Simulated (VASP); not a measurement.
Here is the system:

```xyz
4
Lattice="2.2940 -3.9733 0.0000 2.2940 3.9733 0.0000 0.0000 0.0000 7.5027" Properties=species:S:1:pos:R:3 pbc="T T T"
Ag     2.2940    -1.3244     3.7520
Ag     2.2940     1.3244     0.0006
I      2.2940    -1.3244     6.5642
I      2.2940     1.3244     2.8129
```

These are PBE GGA with D4 dispersion, VASP's PBE PAW potentials (set 64) (plane waves; VASP 6.6.1) values and carry that method's errors. Numerical set-up: 520 eV cut-off, 6×6×4 Γ-centred mesh, tetrahedra with Blöchl corrections, potentials Ag I.

The cores are frozen, which limits the accuracy of field gradients.

### Question
Give the principal components of the electric field gradient (V/Å²) and the asymmetry η at each nucleus.

### Answer

```tsv
atom	Vxx	Vyy	Vzz	η
Ag1	-0.2	-0.2	0.3	-
Ag2	-0.2	-0.2	0.3	-
I3	-2.3	-2.3	4.6	0.00
I4	-2.3	-2.3	4.6	0.00
```

The compound is AgI in the wurtzite structure. It was relaxed first.
